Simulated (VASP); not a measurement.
VASP ran on this input.

File KPOINTS:
```
K-points
0
Gamma
8 8 8
```

**INCAR**
```
ALGO  =  Normal
EDIFF  =  1E-6
EDIFFG  =  -0.02
ENCUT  =  500
GGA  =  PE
IBRION  =  2
ISIF  =  3
ISMEAR  =  1
LASPH  =  T
LCHARG  =  F
LMAXMIX  =  4
LREAL  =  F
LWAVE  =  F
NELM  =  100
NSW  =  40
PREC  =  Accurate
PSTRESS  =  50
SIGMA  =  0.1
SYSTEM  =  Mg2Sn
```

### POSCAR
```
Mg2Sn
1
   -0.0000000000     3.2931547781     3.2931547781
    3.2931547781     0.0000000000     3.2931547781
    3.2931547781     3.2931547781     0.0000000000
Mg Sn
2 1
Direct
  0.2500000000   0.2500000000   0.2500000000
  0.7500000000   0.7500000000   0.7500000000
  0.0000000000   0.0000000000   0.0000000000
```

POTCAR, in this order: Mg Sn_d (PBE.64 set). Program: vasp_std.

Translate this PBE calculation to Ansatz.

One equivalent input (not run):
Ansatz 0.2 input:
```yaml
crystal:
  lattice:
    - [0.0000000, 3.2931548, 3.2931548]
    - [3.2931548, 0.0000000, 3.2931548]
    - [3.2931548, 3.2931548, 0.0000000]
  atoms:
    - { symbol: Mg, position: [0.2500000, 0.2500000, 0.2500000] }
    - { symbol: Mg, position: [0.7500000, 0.7500000, 0.7500000] }
    - { symbol: Sn, position: [0.0000000, 0.0000000, 0.0000000] }
kpoints:
  mp_grid: { grid: [8, 8, 8] }
hamiltonian:
  xc: pbe
  pseudopotentials: { kind: paw }
scf:
  occupations: { method: methfessel_paxton, width: 0.1 }
  max_iter: 100
relax:
  max_steps: 40
  f_tol: 0.02
  cell: { p_target: 5 }
output: { forces: true, stress: true, eigenvalues: true }
```
What does not carry over: each code has its own PAW files, so the cut-off isn't converted (ENCUT is set for VASP's; basis.ecutwfc is left out, and Ansatz then takes the one that its files recommend); Ansatz stops its SCF on the density residual and VASP on the energy change (EDIFF).

The compound is Mg2Sn in the antifluorite structure. It was relaxed first under an external pressure of 5 GPa.
